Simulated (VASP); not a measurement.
VASP input:

File KPOINTS:
```
kpoints
0
G
8 8 6
```

**POSCAR**
```
SrPPt
1.0
  4.0748564579   0.0000000000   0.0000000000
 -2.0374282290   3.5289290459   0.0000000000
  0.0000000000   0.0000000000   4.4942369721
Sr P Pt
1 1 1
Cart
  2.0374302664   1.1763085057   0.0000000000
 -0.0000020375   2.3526205402   2.2471184861
  0.0000000000   0.0000000000   2.2471184861
```

INCAR:
```
ALGO  =  Normal
EDIFF  =  1E-6
EDIFFG  =  -0.02
ENCUT  =  400
GGA  =  PS
IBRION  =  2
ISIF  =  3
ISMEAR  =  1
LASPH  =  T
LCHARG  =  F
LMAXMIX  =  6
LREAL  =  F
LWAVE  =  F
NELM  =  100
NSW  =  60
PREC  =  Accurate
SIGMA  =  0.1
SYSTEM  =  SrPPt
```

POTCAR, in this order: Sr_sv P Pt (PBE.64 set). Program: vasp_std.

Question: Write an equivalent input for Ansatz.

Answer: One equivalent input (not run):
Ansatz 0.2 input:
```yaml
crystal:
  lattice:
    - [4.0748565, 0.0000000, 0.0000000]
    - [-2.0374282, 3.5289290, 0.0000000]
    - [0.0000000, 0.0000000, 4.4942370]
  atoms:
    - { symbol: Sr, position: [0.6666670, 0.3333330, 0.0000000] }
    - { symbol: P, position: [0.3333330, 0.6666670, 0.5000000] }
    - { symbol: Pt, position: [0.0000000, 0.0000000, 0.5000000] }
kpoints:
  mp_grid: { grid: [8, 8, 6] }
hamiltonian:
  xc: pbesol
  pseudopotentials: { kind: paw }
scf:
  occupations: { method: methfessel_paxton, width: 0.1 }
  max_iter: 100
relax:
  max_steps: 60
  f_tol: 0.02
  cell: {}
output: { forces: true, stress: true, eigenvalues: true }
```
Limits of the translation: each code has its own PAW files, so the cut-off isn't converted (ENCUT is set for VASP's; basis.ecutwfc is left out, and Ansatz then takes the one that its files recommend); Ansatz stops its SCF on the density residual and VASP on the energy change (EDIFF).

The structure comes from a computed database's SrPPt entry (P-6m2); how it stands against other phases isn't given here. This run relaxes it. Symmetry was kept, so distortions that lower it aren't found. The start is the result of an earlier pass.
